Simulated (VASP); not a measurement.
These are r2SCAN meta-GGA, VASP's PBE PAW potentials (set 64) (plane waves; VASP) values and carry that method's errors.

VASP ran on this input.

**POSCAR**
```
SiC
1
    0.0000000000     2.1555849624     2.1555849624
    2.1555849624     0.0000000000     2.1555849624
    2.1555849624     2.1555849624     0.0000000000
Si C
1 1
Direct
  0.0000000000   0.0000000000   0.0000000000
  0.2500000000   0.2500000000   0.2500000000
```

**KPOINTS**
```
Regular mesh
0
Gamma
  10 10 10
```

**INCAR**
```
SYSTEM  =  SiC
PREC  =  Accurate; ENCUT  =  520; LREAL  =  .FALSE.
LASPH  =  .TRUE.
EDIFF  =  1E-7; NELM  =  100; ALGO  =  Normal
LMIXTAU  =  .TRUE.
ISMEAR  =  0; SIGMA  =  0.05
METAGGA  =  R2SCAN
ISIF  =  2
LWAVE  =  .FALSE.; LCHARG  =  .FALSE.
```

POTCAR, in this order: Si C (PBE.64 set). Program: vasp_std.

Q: Predict the energy per atom (σ→0), pressure, band gap (on the k-mesh).

A: 
```json
{
 "energy per atom (σ→0)": "-9.656 eV/atom",
 "band gap (on the k-mesh)": "1.70 eV",
 "pressure": "7.33 GPa"
}
```

File OSZICAR:
```
...
DAV:  16    -0.193129244928E+02    0.46671E-05   -0.22724E-07   920   0.481E-03    0.396E-03
DAV:  17    -0.193129189977E+02    0.54951E-05   -0.13448E-06   792   0.802E-03    0.366E-03
DAV:  18    -0.193129145419E+02    0.44559E-05   -0.65831E-08   400   0.324E-03    0.795E-04
DAV:  19    -0.193129153370E+02   -0.79513E-06   -0.10799E-08   400   0.111E-03    0.420E-04
DAV:  20    -0.193129148086E+02    0.52838E-06   -0.29684E-09   400   0.591E-04    0.228E-04
DAV:  21    -0.193129150768E+02   -0.26816E-06   -0.16124E-09   384   0.509E-04    0.417E-05
DAV:  22    -0.193129150111E+02    0.65672E-07   -0.36580E-10   400   0.184E-04
   1 F= -.19312915E+02 E0= -.19312915E+02  d E =-.163306E-15
```

The compound is SiC in the zinc blende structure. This cell is one point of a volume scan, at 0.97 of the reference volume.
